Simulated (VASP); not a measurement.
# BaSO4 (F-43m) in VASP: notebook

One crystal, BaSO4, is run at these levels: LDA; tasks: single point, relaxation of cell and atoms.

Program: VASP 6.6.1. These are calculated values, not measurements. Logs are shortened: lines on timing, memory, paths and dates and some standing lists are left out, and cuts for length are marked.

### 1 Starting point

Symmetry: F-43m, No. 216, cubic system. Conventional cell: a = 7.128 Å, b = 7.128 Å, c = 7.128 Å, α = 90.00°, β = 90.00°, γ = 90.00°. Ba (site symmetry -43m) is surrounded by 12 O at 2.97 Å. S (site symmetry -43m) has 4 O at 1.48 Å as nearest neighbours. O (site symmetry 3m) has 1 S at 1.48 Å as nearest neighbours.

The cell comes from a database or a generator and needn't be the stable form of this composition.

### 2 Single point, LDA

The input, INCAR:

```
PREC = Accurate
ENCUT = 520
EDIFF = 1E-6
ISMEAR = 0
SIGMA = 0.01
LREAL = False
LASPH = True
NELM = 100
ALGO = Normal
ISIF = 2
LWAVE = False
LCHARG = False
GGA = CA
NBANDS = 29
```

The input, KPOINTS:

```
regular mesh
0
Gamma
  5 5 5
```

The input, POSCAR:

```
BaSO4
1.0
    0.0000000000      3.5638509115      3.5638509115
    3.5638509115      0.0000000000      3.5638509115
    3.5638509115      3.5638509115      0.0000000000
Ba S O
1 1 4
Direct
    0.5000000000      0.5000000000      0.5000000000
    0.0000000000      0.0000000000      0.0000000000
    0.1195705661      0.1195705661      0.1195705661
    0.6412883016      0.1195705661      0.1195705661
    0.1195705661      0.6412883016      0.1195705661
    0.1195705661      0.1195705661      0.6412883016
```

Potentials or basis: VASP PAW LDA potentials, release 64 (Ba_sv, S, O).

Command:

```bash
$ cat potpaw_LDA.64/Ba_sv/POTCAR potpaw_LDA.64/S/POTCAR potpaw_LDA.64/O/POTCAR > POTCAR
$ mpirun -np 1 vasp_std > vasp.out
```

OUTCAR:

```text
PREC = Accurate
   ENCUT = 520
   EDIFF = 1E-6
   ISMEAR = 0
   LREAL = False
   LASPH = True
   NELM = 100
   ISIF = 2
   GGA = CA

 ion  position               nearest neighbor table
   1  0.500  0.500  0.500-   5 2.97   6 2.97   4 2.97   6 2.97   4 2.97   5 2.97   3 2.97   3 2.97
                             3 2.97   4 2.97   5 2.97   6 2.97   2 3.56   2 3.56   2 3.56   2 3.56
   2  0.000  0.000  0.000-   3 1.48   4 1.48   5 1.48   6 1.48   1 3.56   1 3.56   1 3.56   1 3.56
                             1 3.56   1 3.56
   3  0.120  0.120  0.120-   2 1.48   1 2.97   1 2.97   1 2.97
   4  0.641  0.120  0.120-   2 1.48   1 2.97   1 2.97   1 2.97
   5  0.120  0.641  0.120-   2 1.48   1 2.97   1 2.97   1 2.97
   6  0.120  0.120  0.641-   2 1.48   1 2.97   1 2.97   1 2.97

  LATTYP: Found a face centered cubic cell.
 ALAT       =     7.1277018230

  Lattice vectors:

 A1 = (   0.0000000000,   3.5638509115,   3.5638509115)
 A2 = (   3.5638509115,   0.0000000000,   3.5638509115)
 A3 = (   3.5638509115,   3.5638509115,   0.0000000000)

Analysis of symmetry for initial positions (statically):
=====================================================================
 Subroutine PRICEL returns:
 Original cell was already a primitive cell.

 Routine SETGRP: Setting up the symmetry group for a
 face centered cubic supercell.

 Subroutine GETGRP returns: Found 24 space group operations
 (whereof 24 operations were pure point group operations)
 out of a pool of 48 trial point group operations.

The static configuration has the point symmetry T_d .

Analysis of symmetry for dynamics (positions and initial velocities):
=====================================================================
 Subroutine PRICEL returns:
 Original cell was already a primitive cell.

 Routine SETGRP: Setting up the symmetry group for a
 face centered cubic supercell.

 Subroutine GETGRP returns: Found 24 space group operations
 (whereof 24 operations were pure point group operations)
 out of a pool of 48 trial point group operations.

The dynamic configuration has the point symmetry T_d .

 Subroutine INISYM returns: Found 24 space group operations
 (whereof 24 operations are pure point group operations),
 and found     1 'primitive' translations

----------------------------------------------------------------------------------------

                                     Primitive cell

  volume of cell :      90.5292

  direct lattice vectors                    reciprocal lattice vectors
     0.000000000  3.563850911  3.563850911    -0.140297676  0.140297676  0.140297676
     3.563850911  0.000000000  3.563850911     0.140297676 -0.140297676  0.140297676
     3.563850911  3.563850911  0.000000000     0.140297676  0.140297676 -0.140297676

  length of vectors
     5.040046293  5.040046293  5.040046293     0.243002703  0.243002703  0.243002703

  position of ions in fractional coordinates (direct lattice)
     0.500000000  0.500000000  0.500000000
     0.000000000  0.000000000  0.000000000
     0.119570566  0.119570566  0.119570566
     0.641288302  0.119570566  0.119570566
     0.119570566  0.641288302  0.119570566
     0.119570566  0.119570566  0.641288302

  ion indices of the primitive-cell ions
   primitive index   ion index
                 1           1
                 2           2
                 3           3
                 4           4
                 5           5
                 6           6

----------------------------------------------------------------------------------------

 KPOINTS: regular mesh

Automatic generation of k-mesh.
 Grid dimensions read from file:
 generate k-points for:    5    5    5

 Generating k-lattice:

  Cartesian coordinates                     Fractional coordinates (reciprocal lattice)
    -0.028059535  0.028059535  0.028059535     0.200000000  0.000000000  0.000000000
     0.028059535 -0.028059535  0.028059535     0.000000000  0.200000000  0.000000000
     0.028059535  0.028059535 -0.028059535     0.000000000  0.000000000  0.200000000

  Length of vectors
     0.048600541  0.048600541  0.048600541

  Shift w.r.t. Gamma in fractional coordinates (k-lattice)
     0.000000000  0.000000000  0.000000000

 Subroutine IBZKPT returns following result:
 ===========================================

 Found     10 irreducible k-points:

 Following reciprocal coordinates:
            Coordinates               Weight
  0.000000  0.000000  0.000000      1.000000
  0.200000  0.000000  0.000000      8.000000
  0.400000  0.000000  0.000000      8.000000
  0.200000  0.200000  0.000000      6.000000
  0.400000  0.200000  0.000000     24.000000
 -0.400000  0.200000  0.000000     24.000000
 -0.200000  0.200000  0.000000     12.000000
  0.400000  0.400000  0.000000      6.000000
 -0.400000  0.400000  0.000000     12.000000
 -0.400000  0.400000  0.200000     24.000000
   k-points           NKPTS =     10   k-points in BZ     NKDIM =     10   number of bands    NBANDS=     29
   number of dos      NEDOS =    301   number of ions     NIONS =      6
   total plane-waves  NPLWV =  64000
   dimension x,y,z NGX =    40 NGY =   40 NGZ =   40
   dimension x,y,z NGXF=    80 NGYF=   80 NGZF=   80
   ions per type =               1   1   4
   NGX,Y,Z   is equivalent  to a cutoff of  13.19, 13.19, 13.19 a.u.
   NGXF,Y,Z  is equivalent  to a cutoff of  26.39, 26.39, 26.39 a.u.
 SYSTEM =  unknown system
   PREC   = accura    normal or accurate (medium, high low for compatibility)
   ISTART =      0    job   : 0-new  1-cont  2-samecut
   ICHARG =      2    charge: 1-file 2-atom 10-const
   ISPIN  =      1    spin polarized calculation?
   LNONCOLLINEAR =      F non collinear calculations
   LSORBIT =      F    spin-orbit coupling
   LASPH  =      T    aspherical Exc in radial PAW
   ENCUT  =  520.0 eV  38.22 Ry    6.18 a.u.   9.37  9.37  9.37*2*pi/ulx,y,z
   NELM   =    100;   NELMIN=  2; NELMDL= -5     # of ELM steps
   EDIFF  = 0.1E-05   stopping-criterion for ELM
   LREAL  =      F    real-space projection
[... 7 lines left out ...]
   TEBEG  =    0.0;   TEEND  =   0.0 temperature during run
   PSTRESS=    0.0 pullay stress
   NELECT =      40.0000    total number of electrons
   NUPDOWN=      -1.0000    fix difference up-down
   EMIN   =  10.00;   EMAX   =-10.00  energy-range for DOS
   EFERMI =   0.00;   METHOD = LEGACY
   ISMEAR =     0;   SIGMA  =   0.01  broadening in eV -4-tet -1-fermi 0-gaus
   EFERMI_NEDOS =   21; number of points for ismear=-14 and -15
   IALGO  =     38    algorithm
   IMIX   =      4    mixing-type and parameters
     AMIX     =   0.40;   BMIX     =  1.00
     AMIX_MAG =   1.60;   BMIX_MAG =  1.00
  volume/ion in A,a.u.               =      15.09       101.82
  Fermi-wavevector in a.u.,A,eV,Ry     =   1.246901  2.356301 21.153822  1.554762
  Thomas-Fermi vector in A             =   2.381057
   LORBIT       =      0    0 simple, 1 ext, 2 COOP (PROOUT), +10 PAW based schemes
   GGA     = CA    functional components
   LHFCALC =     F    Hartree Fock is set to
   AEXX    =    0.0000 exact exchange contribution
   IVDW    =     0    specifies the selected vdW correction
   LEPSILON=     F    determine dielectric tensor
   LRPA    =     F    only Hartree local field effects (RPA)
 non-spin polarized calculation
 Gauss-broadening in eV      SIGMA  =   0.01
  energy-cutoff  :      520.00
  volume of cell :       90.53
 maximum number of plane-waves:      2451
 NGX is ok and might be reduce to    40
   NGX = 19   NGY = 19   NGZ = 19

 number of electron      40.0000003 magnetization

 Free energy of the ion-electron system (eV)
  ---------------------------------------------------
  ext. energy  EPLUGINS =         0.00000000
  ---------------------------------------------------
  free energy    TOTEN  =       -42.89474986 eV

  energy without entropy =      -42.89474986  energy(sigma->0) =      -42.89474986

 E-fermi :   1.3999     XC(G=0):  -9.9409

 val. band max:        1.2714000034   @ k =   0.4000   0.0000   0.0000
 cond. band min:       5.6535344742   @ k =   0.0000   0.0000   0.0000
 fundamental gap:      4.3821344708
 Fermi energy:         1.3998702869

 k-point     1 :       0.0000    0.0000    0.0000
  band No.  band energies     occupation
      1     -24.0423      2.00000
      2     -21.7376      2.00000
      3     -17.2198      2.00000
      4     -17.2198      2.00000
      5     -17.2198      2.00000
      6      -9.1919      2.00000
[... 21 lines left out ...]
     28      10.2882      0.00000
     29      10.2882      0.00000

 k-point     2 :       0.2000    0.0000    0.0000
  band No.  band energies     occupation
      1     -24.0199      2.00000
      2     -21.7503      2.00000
      3     -17.2867      2.00000
      4     -17.2239      2.00000
      5     -17.2239      2.00000
      6      -9.3040      2.00000
[... 21 lines left out ...]
     28      10.4358      0.00000
     29      10.6227      0.00000

 k-point     3 :       0.4000    0.0000    0.0000
  band No.  band energies     occupation
      1     -23.9826      2.00000
      2     -21.7715      2.00000
      3     -17.3927      2.00000
      4     -17.2303      2.00000
      5     -17.2303      2.00000
      6      -9.4167      2.00000
[... 21 lines left out ...]
     28      11.1301      0.00000
     29      11.1322      0.00000

 k-point     4 :       0.2000    0.2000    0.0000
  band No.  band energies     occupation
      1     -24.0142      2.00000
      2     -21.7481      2.00000
      3     -17.3051      2.00000
      4     -17.2341      2.00000
      5     -17.2341      2.00000
      6      -9.3192      2.00000
[... 149 lines left out ...]
     28      11.2356      0.00000
     29      11.2489      0.00000

 k-point     9 :      -0.4000    0.4000    0.0000
  band No.  band energies     occupation
      1     -23.9685      2.00000
      2     -21.7409      2.00000
      3     -17.5265      2.00000
      4     -17.2542      2.00000
      5     -17.2518      2.00000
      6      -9.2707      2.00000
[... 21 lines left out ...]
     28      11.1271      0.00000
     29      11.2145      0.00000

 k-point    10 :      -0.4000    0.4000    0.2000
  band No.  band energies     occupation
      1     -23.9700      2.00000
      2     -21.7492      2.00000
      3     -17.5035      2.00000
      4     -17.2578      2.00000
      5     -17.2349      2.00000
      6      -9.3160      2.00000
[... 21 lines left out ...]
     28      11.1179      0.00000
     29      11.1775      0.00000

------------------------ aborting loop because EDIFF is reached ----------------------------------------

  FORCE on cell =-STRESS in cart. coord.  units (eV):
  Direction    XX          YY          ZZ          XY          YZ          ZX
  --------------------------------------------------------------------------------------
  -------------------------------------------------------------------------------------
  Total       -0.2399453     -0.2399453     -0.2399453      0.0000000      0.0000000     -0.0000000
  in kB       -4.2465303     -4.2465303     -4.2465303      0.0000000      0.0000000     -0.0000000
  external PRESSURE =      -4.2465303 kB  Pullay stress =       0.0000000 kB

 VOLUME and BASIS-vectors are now :
 -----------------------------------------------------------------------------
  energy-cutoff  :      520.00
  volume of cell :       90.53
      direct lattice vectors                 reciprocal lattice vectors
     0.000000000  3.563850911  3.563850911    -0.140297676  0.140297676  0.140297676
     3.563850911  0.000000000  3.563850911     0.140297676 -0.140297676  0.140297676
     3.563850911  3.563850911  0.000000000     0.140297676  0.140297676 -0.140297676

 POSITION                                       TOTAL-FORCE (eV/Angst)
 -----------------------------------------------------------------------------------
      3.56385      3.56385      3.56385        -0.000000     -0.000000     -0.000000
      0.00000      0.00000      0.00000        -0.000000     -0.000000     -0.000000
      0.85226      0.85226      0.85226        -0.155018     -0.155018     -0.155018
      0.85226      2.71159      2.71159        -0.155018      0.155018      0.155018
      2.71159      0.85226      2.71159         0.155018     -0.155018      0.155018
      2.71159      2.71159      0.85226         0.155018      0.155018     -0.155018
 -----------------------------------------------------------------------------------
    total drift:                                0.000002      0.000002      0.000003

  FREE ENERGIE OF THE ION-ELECTRON SYSTEM (eV)
  ---------------------------------------------------
  free  energy   TOTEN  =       -42.8947498566 eV

  energy  without entropy=      -42.8947498566  energy(sigma->0) =      -42.89474986
```

Run time: 25 s. Hardware: 1 thread of Intel Xeon Platinum 8559C (Emerald Rapids), shared host; peak memory 0.2 GiB.

What came out:

| Quantity | Value |
| --- | --- |
| Free energy | -42.8947 eV |
| Pressure | -0.4 GPa |
| Largest force | 0.268 eV/Å |
| Band gap on the k mesh | 4.38 eV, indirect (least direct gap 4.40 eV) |

Forces on the atoms (eV/Å):
```
Ba   0.000  0.000  0.000
S    0.000  0.000  0.000
O   -0.155 -0.155 -0.155
O   -0.155  0.155  0.155
O    0.155 -0.155  0.155
O    0.155  0.155 -0.155
```

Caveat: spin-orbit coupling is left out, which moves the levels of the heavy elements; an odd mesh through Γ misses points on the zone boundary, where band edges often lie.

### 3 Relaxation of cell and atoms, LDA

This run uses another cell than the first one, of 16.87 Å³/atom, 1.118 times its volume.

The input, INCAR:

```
ALGO = Fast ; EDIFF = 1E-6
EDIFFG = -0.005 ; ENCUT = 600
IBRION = 2 ; ISIF = 3
ISMEAR = 0 ; LASPH = True
LCHARG = False ; LREAL = False
LWAVE = False ; NELM = 100
NSW = 80 ; PREC = Accurate
SIGMA = 0.01
```

The input, KPOINTS:

```
k-points
0
Gamma
  5 5 5
```

The input, POSCAR:

```
BaSO4
1.0
    0.0000000000      3.6987800000      3.6987800000
    3.6987800000      0.0000000000      3.6987800000
    3.6987800000      3.6987800000      0.0000000000
Ba S O
1 1 4
Direct
    0.5000000000      0.5000000000      0.5000000000
    0.0000000000      0.0000000000      0.0000000000
    0.1163879996      0.1163879996      0.1163879996
    0.6508360013      0.1163879996      0.1163879996
    0.1163879996      0.6508360013      0.1163879996
    0.1163879996      0.1163879996      0.6508360013
```

Potentials or basis: VASP PAW LDA potentials, release 64 (Ba_sv, S, O).

Command:

```bash
$ cat potpaw_LDA.64/Ba_sv/POTCAR potpaw_LDA.64/S/POTCAR potpaw_LDA.64/O/POTCAR > POTCAR
$ mpirun -np 1 vasp_std > vasp.out
```

Run time: 3.6 min. Hardware: 1 thread of Intel Xeon Platinum 8559C (Emerald Rapids), shared host; peak memory 0.23 GiB.

It converged, with:

```
Free energy                            : -42.9445 eV
Relaxed volume                         : 15.12 Å³/atom
Relaxed cell                           : a = 5.043 Å, b = 5.043 Å, c = 5.043 Å, α = 60.00°, β = 60.00°, γ = 60.00°
Space group after relaxing (to 0.05 Å) : F-43m (No. 216)
Energy gained by relaxing              : 32.8 meV/atom
Ionic steps                            : 10
Pressure after relaxing                : 0.0 GPa
Band gap on the k mesh                 : 4.39 eV, indirect (least direct gap 4.40 eV)
```

Forces on the atoms (eV/Å):
```
Ba   0.000  0.000  0.000
S    0.000  0.000  0.000
O    0.001  0.001  0.001
O    0.001 -0.001 -0.001
O   -0.001  0.001 -0.001
O   -0.001 -0.001  0.001
```

Step by step:
| step | energy change (eV) | largest force (eV/Å) | pressure (GPa) | volume (Å³) |
| --- | --- | --- | --- | --- |
| 1 | 0.0000 | 0.5881 | -6.52 | 101.21 |
| 2 | 0.2309 | 3.9215 | 10.49 | 91.48 |
| 3 | -0.0902 | 0.7589 | -1.58 | 97.62 |
| 4 | -0.1770 | 0.3309 | -0.80 | 93.50 |
| 5 | -0.1965 | 0.0026 | 0.10 | 90.56 |
| 6 | -0.1965 | 0.0199 | 0.04 | 90.70 |
| 7 | -0.1964 | 0.0406 | -0.19 | 90.83 |
| 8 | -0.1965 | 0.0067 | -0.02 | 90.73 |
| 9 | -0.1965 | 0.0061 | -0.02 | 90.73 |
| 10 | -0.1965 | 0.0025 | -0.01 | 90.70 |

Final structure:
```
CELL_PARAMETERS angstrom
0.00000 3.56614 3.56614
3.56614 0.00000 3.56614
3.56614 3.56614 0.00000
ATOMIC_POSITIONS crystal
Ba 0.50000 0.50000 0.50000
S 0.00000 0.00000 0.00000
O 0.11910 0.11910 0.11910
O 0.64271 0.11910 0.11910
O 0.11910 0.64271 0.11910
O 0.11910 0.11910 0.64271
```

Levels at points of the mesh, in eV from the valence-band top:
```
           k point  band 18  band 19  band 20  band 21  band 22  band 23
(0.00, 0.00, 0.00)    -0.01    -0.01    -0.01     4.39     6.58     6.58
```

Caveat: spin-orbit coupling is left out, which moves the levels of the heavy elements; an odd mesh through Γ misses points on the zone boundary, where band edges often lie.
